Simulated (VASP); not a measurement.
Energy against volume of SnO₂ (rutile). These are PW91 GGA, VASP's PBE PAW potentials (set 64) (plane waves; VASP) values and carry that method's errors. Run with 520 eV cut-off, 5×5×7 Γ-centred mesh, Gaussian smearing of 0.050 eV, potentials Sn_d O.

Shape and ions are relaxed at each volume.

```csv
V (Å³/atom),E (eV/atom)
11.838,-6.24280
12.216,-6.26445
12.593,-6.27147
12.971,-6.26644
```

Task: Fit these four points and predict the energy of the run at 13.349 Å³/atom.

Result: A cubic in V^(−2/3), the third-order Birch-Murnaghan form, passes through the four points with V0 = 12.61 Å³/atom and B0 = 169 GPa, and gives -6.2514 eV/atom there. The run gave -6.2516 eV/atom, -0.1 meV/atom from the fit; all five points give B0 = 168 GPa.

The compound is SnO2 in the rutile structure. It was relaxed first, which changed the volume by +6 %.
